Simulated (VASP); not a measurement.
# HfN: structure and properties in VASP

Aim: relax HfN, then compute properties on the relaxed cell. The steps: full relaxation (PBE + D3(BJ)), single point with fields (PBE + D3(BJ)), bands along the symmetry lines (PBE + D3(BJ)), density of states (PBE + D3(BJ)), field gradients at the nuclei (PBE + D3(BJ)) and independent-particle dielectric function (PBE + D3(BJ)). The start is a cell from a database of measured crystal structures.

Main program and level: VASP 6.6.1; PBE with D3(BJ); plane waves and PAW (Hf_pv, N).

The database entry behind the starting cell differs from later determinations by our own check (about 0.3 % short), so it need not match the best structure at ambient conditions.

## (1) The structure

Before any relaxation, the start is as follows. It takes space group Fm-3m (No. 225, cubic). The conventional cell has a = 4.512 Å, b = 4.512 Å, c = 4.512 Å, α = 90.00°, β = 90.00°, γ = 90.00°. Hf has 6 N at 2.26 Å nearest. N has 6 Hf at 2.26 Å nearest. Farther neighbours and most contacts between anions are not listed.

Structure file:

```xyz
2
Lattice="0.0000 2.2560 2.2560 2.2560 0.0000 2.2560 2.2560 2.2560 0.0000" Properties=species:S:1:pos:R:3 pbc="T T T"
Hf    0.0000    0.0000    0.0000
N     2.2560    2.2560    2.2560
```

## (2) Full relaxation (PBE + D3(BJ))

Properties are meant for the cell that this level of theory prefers, so cell and atoms are relaxed first (ISIF = 3) until forces and stress are small; EDIFFG sets the threshold. PBE, the usual starting point, adds the gradient of the density. A dispersion term adds the long-range attraction that semilocal functionals lack. D3 with Becke-Johnson damping keeps a finite attraction at short range.

INCAR

```
SYSTEM = HfN
PREC = Accurate
ENCUT = 520
EDIFF = 1E-06
NELM = 100
ISMEAR = 0
SIGMA = 0.05
LREAL = .FALSE.
ALGO = Normal
GGA = PE
IVDW = 12
NBANDS = 13
LASPH = .TRUE.
LORBIT = 11
LWAVE = .FALSE.
LCHARG = .FALSE.
KPAR = 2
IBRION = 2
NSW = 60
ISIF = 3
EDIFFG = -0.01
```

POSCAR

```
HfN
1.0
    0.0000000000      2.2560000000      2.2560000000
    2.2560000000      0.0000000000      2.2560000000
    2.2560000000      2.2560000000      0.0000000000
Hf N
1 1
Direct
    0.0000000000      0.0000000000      0.0000000000
    0.5000000000      0.5000000000      0.5000000000
```

KPOINTS

```
Automatic mesh
0
Gamma
9 9 9
0 0 0
```

The projector-augmented-wave data sets are Hf_pv and N (PBE family, release 64).

Launch:

```sh
$ mpirun -np 2 vasp_std
```

What it wrote:

```text
[banner, memory and clock lines left out]
running    2 mpi-ranks, on    1 nodes
 distrk:  each k-point on    1 cores,    2 groups
 distr:  one band on    1 cores,    1 groups

 POSCAR found type information on POSCAR HfN
 POSCAR found :  2 types and       2 ions
 LDA part: xc-table for (Slater+PW92), standard interpolation
 POSCAR, INCAR and KPOINTS ok, starting setup
 FFT: planning ... GRIDC
 FFT: planning ... GRID_SOFT
 FFT: planning ... GRID
 WAVECAR not read
 entering main loop
       N       E                     dE             d eps       ncg     rms          rms(c)
DAV:   1     0.379735465578E+02    0.37974E+02   -0.78986E+03   910   0.109E+03
DAV:   2    -0.226902744891E+02   -0.60664E+02   -0.56927E+02  1215   0.242E+02
DAV:   3    -0.247587206126E+02   -0.20684E+01   -0.20604E+01  1095   0.376E+01
DAV:   4    -0.247675444710E+02   -0.88239E-02   -0.88232E-02   990   0.288E+00
DAV:   5    -0.247676059518E+02   -0.61481E-04   -0.61480E-04  1096   0.207E-01    0.494E+01
DAV:   6    -0.218519545023E+02    0.29157E+01   -0.94758E+00  1035   0.239E+01    0.417E+01
DAV:   7    -0.217859990576E+02    0.65955E-01   -0.51086E-01   990   0.645E+00    0.267E+01
DAV:   8    -0.217668715743E+02    0.19127E-01   -0.11368E-01  1050   0.301E+00    0.647E+00
DAV:   9    -0.217598589781E+02    0.70126E-02   -0.25558E-02  1010   0.125E+00    0.194E+00
DAV:  10    -0.217596036133E+02    0.25536E-03   -0.17455E-03  1058   0.390E-01    0.209E-01
DAV:  11    -0.217595808021E+02    0.22811E-04   -0.91873E-05  1060   0.100E-01    0.596E-02
DAV:  12    -0.217595798726E+02    0.92957E-06   -0.95247E-06  1116   0.261E-02
   1 F= -.22535195E+02 E0= -.22534221E+02  d E =-.225352E+02
 curvature:   0.00 expect dE= 0.000E+00 dE for cont linesearch  0.000E+00
 trial: gam= 0.00000 g(F)=  0.573E-67 g(S)=  0.346E-02 ort = 0.000E+00 (trialstep = 0.100E+01)
 search vector abs. value=  0.346E-02
 bond charge predicted
       N       E                     dE             d eps       ncg     rms          rms(c)
DAV:   1    -0.217577842421E+02    0.17966E-02   -0.34032E-01   910   0.520E+00    0.201E+00
DAV:   2    -0.217479833602E+02    0.98009E-02   -0.14970E-02  1005   0.106E+00    0.934E-01
DAV:   3    -0.217450891992E+02    0.28942E-02   -0.55387E-03   965   0.664E-01    0.613E-01
DAV:   4    -0.217449489186E+02    0.14028E-03   -0.52268E-04  1140   0.193E-01    0.357E-01
DAV:   5    -0.217449467257E+02    0.21929E-05   -0.37451E-05  1165   0.507E-02    0.122E-02
DAV:   6    -0.217449465983E+02    0.12744E-06   -0.21172E-06   914   0.142E-02
   2 F= -.22533554E+02 E0= -.22532576E+02  d E =0.164154E-02
 trial-energy change:    0.001642  1 .order    0.001667   -0.003459    0.006793
 step:   0.3408(harm=  0.3374)  dis= 0.00000  next Energy=   -22.535785 (dE=-0.590E-03)
 bond charge predicted
       N       E                     dE             d eps       ncg     rms          rms(c)
DAV:   1    -0.217613605953E+02   -0.16414E-01   -0.14761E-01   910   0.342E+00    0.132E+00
DAV:   2    -0.217571074279E+02    0.42532E-02   -0.65639E-03  1015   0.701E-01    0.618E-01
DAV:   3    -0.217558489173E+02    0.12585E-02   -0.24122E-03   975   0.436E-01    0.407E-01
DAV:   4    -0.217557812733E+02    0.67644E-04   -0.24212E-04  1135   0.131E-01    0.234E-01
DAV:   5    -0.217557719238E+02    0.93495E-05   -0.18277E-05  1165   0.357E-02    0.836E-03
DAV:   6    -0.217557717855E+02    0.13822E-06   -0.10681E-06   599   0.102E-02
   3 F= -.22535782E+02 E0= -.22534807E+02  d E =-.586945E-03
 curvature:  -0.17 expect dE=-0.320E-07 dE for cont linesearch -0.320E-07
 trial: gam= 0.00000 g(F)=  0.711E-60 g(S)=  0.190E-06 ort =-0.256E-04 (trialstep = 0.868E+00)
 search vector abs. value=  0.190E-06
 reached required accuracy - stopping structural energy minimisation
```

Elapsed: 11 s, on 2 MPI ranks of Intel Xeon Platinum 8488C (Sapphire Rapids), shared host; peak memory 0.31 GiB; 19 s of CPU time.

The logs omit lines about the potential files and the build; timing stands in the text.

From OUTCAR (step 2):

```text
ion  position               nearest neighbor table
   1  0.000  0.000  0.000-   2 2.26   2 2.26   2 2.26   2 2.26   2 2.26   2 2.26
   2  0.500  0.500  0.500-   1 2.26   1 2.26   1 2.26   1 2.26   1 2.26   1 2.26

  LATTYP: Found a face centered cubic cell.
 ALAT       =     4.5120000000

 Subroutine GETGRP returns: Found 48 space group operations
 (whereof 48 operations were pure point group operations)

The static configuration has the point symmetry O_h .

 Found     35 irreducible k-points:

   k-points           NKPTS =     35   k-points in BZ     NKDIM =     35   number of bands    NBANDS=     13

   dimension x,y,z NGX =    24 NGY =   24 NGZ =   24
   dimension x,y,z NGXF=    48 NGYF=   48 NGZF=   48

   ENCUT  =  520.0 eV  38.22 Ry    6.18 a.u.   5.93  5.93  5.93*2*pi/ulx,y,z

   NELECT =      15.0000    total number of electrons

 k-points in reciprocal lattice and weights: Automatic mesh
   0.00000000  0.00000000  0.00000000       0.001
   0.11111111  0.00000000  0.00000000       0.011
   0.22222222  0.00000000  0.00000000       0.011
   0.33333333  0.00000000  0.00000000       0.011
   0.44444444  0.00000000  0.00000000       0.011
   0.11111111  0.11111111  0.00000000       0.008
   0.22222222  0.11111111  0.00000000       0.033
   0.33333333  0.11111111  0.00000000       0.033
   0.44444444  0.11111111  0.00000000       0.033
[...]
-0.33333333  0.44444444  0.11111111       0.033
  -0.33333333  0.44444444  0.22222222       0.033

 Edisp (eV)   -0.78861

 average (electrostatic) potential at core
       1 -34.5829       2 -61.4802

 E-fermi :   8.4506

 k-point     1 :       0.0000    0.0000    0.0000
  band No.  band energies     occupation
    ...
      6       5.4319      2.00000
      7       5.4319      2.00000
      8       8.1156      2.00000
      9       8.1156      2.00000
     10       8.1156      2.00000
     11      10.3559      0.00000
     12      10.4580      0.00000
     13      10.4580      0.00000

 k-point     2 :       0.1111    0.0000    0.0000
  band No.  band energies     occupation
    ...
      4      -8.8104      2.00000
      5       4.3339      2.00000
      6       4.7778      2.00000
      7       4.7778      2.00000
      8       8.3807      1.95208
      9       8.5152      0.06764
     10       8.5152      0.06764
     11      11.1999      0.00000
     12      11.3607      0.00000
     13      11.3607      0.00000

 k-point     3 :       0.2222    0.0000    0.0000
  band No.  band energies     occupation
    ...
      3     -22.6901      2.00000
      4      -8.0644      2.00000
      5       2.4488      2.00000
      6       3.6641      2.00000
      7       3.6641      2.00000
      8       8.8593      0.00000
      9       9.5035      0.00000
     10       9.5035      0.00000
     11      12.8323      0.00000
     12      13.3152      0.00000
    ...

 Edisp (eV)   -0.78001

  Total       0.00162     0.00162     0.00162     0.00000     0.00000     0.00000
  in kB       0.11360     0.11360     0.11360     0.00000     0.00000     0.00000
  external pressure =        0.11 kB  Pullay stress =        0.00 kB

  energy-cutoff  :      520.00
  volume of cell :       22.84
      direct lattice vectors                 reciprocal lattice vectors
     0.000000000  2.251946000  2.251946000    -0.222030191  0.222030191  0.222030191
     2.251946000 -0.000000000  2.251946000     0.222030191 -0.222030191  0.222030191
     2.251946000  2.251946000  0.000000000     0.222030191  0.222030191 -0.222030191

 POSITION                                       TOTAL-FORCE (eV/Angst)
 -----------------------------------------------------------------------------------
      0.00000      0.00000      0.00000         0.000000      0.000000      0.000000
      2.25195      2.25195      2.25195        -0.000000     -0.000000     -0.000000
 -----------------------------------------------------------------------------------
    total drift:                                0.000000     -0.000000     -0.000000

  FREE ENERGIE OF THE ION-ELECTRON SYSTEM (eV)
  ---------------------------------------------------
  free  energy   TOTEN  =       -22.5357820397 eV

  energy  without entropy=      -22.5338317924  energy(sigma->0) =      -22.53480692

 reached required accuracy - stopping structural energy minimisation

 total charge
# of ion       s       p       d       tot
------------------------------------------
    1        0.294   6.583   1.775   8.652
    2        1.235   2.518   0.000   3.753
--------------------------------------------------
tot          1.529   9.101   1.775  12.405

[... 3 further parts left out ...]
```

CONTCAR:

```
HfN
   1.00000000000000
     0.0000000000000000    2.2519460000179352    2.2519460000179352
     2.2519460000179352   -0.0000000000000000    2.2519460000179352
     2.2519460000179352    2.2519460000179352    0.0000000000000000
  Hf              N
     1     1
Direct
     0.0000000000000000    0.0000000000000000    0.0000000000000000
     0.5000000000000000    0.5000000000000000    0.5000000000000000
```

This run has no spin polarisation. Its electron count is odd, so without a moment it is a metal by construction. The k-mesh is coarse for a metal. Harder data sets than Hf_pv exist (the GW ones), and pressures, volumes and forces can shift noticeably with them. The run keeps the 48 symmetry operations of its start, so it cannot find a distortion of lower symmetry.

Relaxation path:

```
step  energy less that of the first step (eV)  largest force (eV/Å)  pressure (GPa)  volume (Å³)
   1                                   0.0000                0.0000           -1.53        22.96
   2                                   0.0016                0.0000            3.04        22.60
   3                                  -0.0006                0.0000            0.01        22.84
```

```
conventional cell, symmetrised  before  after  change
                         a (Å)   4.512  4.504  -0.2 %
                         b (Å)   4.512  4.504  -0.2 %
                         c (Å)   4.512  4.504  -0.2 %
              volume (Å³/atom)   11.48  11.42  -0.5 %
```

The relaxed structure:

```xyz
2
Lattice="0.0000 2.2519 2.2519 2.2519 0.0000 2.2519 2.2519 2.2519 0.0000" Properties=species:S:1:pos:R:3 pbc="T T T"
Hf    0.0000    0.0000    0.0000
N     2.2519    2.2519    2.2519
```

Numbers from this step:

* electrons: 15
* bands: 13
* irreducible k-points: 35
* symmetry operations: 48
* free energy (TOTEN): -22.54 eV
* energy at zero smearing: -22.53 eV
* Fermi energy: 8.451 eV
* pressure: 0.01136 GPa
* metallic: yes
* SCF cycles over all ionic steps: 24

It ends with forces that vanish by symmetry and a pressure of 0.01 GPa. The volume lies -0.5 % from that of the database's start, which holds the thermal and zero-point expansion of its experiment.

[end of part 1 of 3]

[Lines on the potential files, build, host, timing and source positions are cut from VASP's logs without a mark.]

[Logs are printed without paths, hosts, clocks, repeated set-up lines and the standing remarks that a program may print on its own settings, such as how far it seeks lower states.]

[Hosts, paths, dates, database ids (printed as entryN), source tags and the programs' standing remarks are cut or masked in the printed files.]

[A measured line is paired with the nearest computed mode of its activity, which favours agreement.]
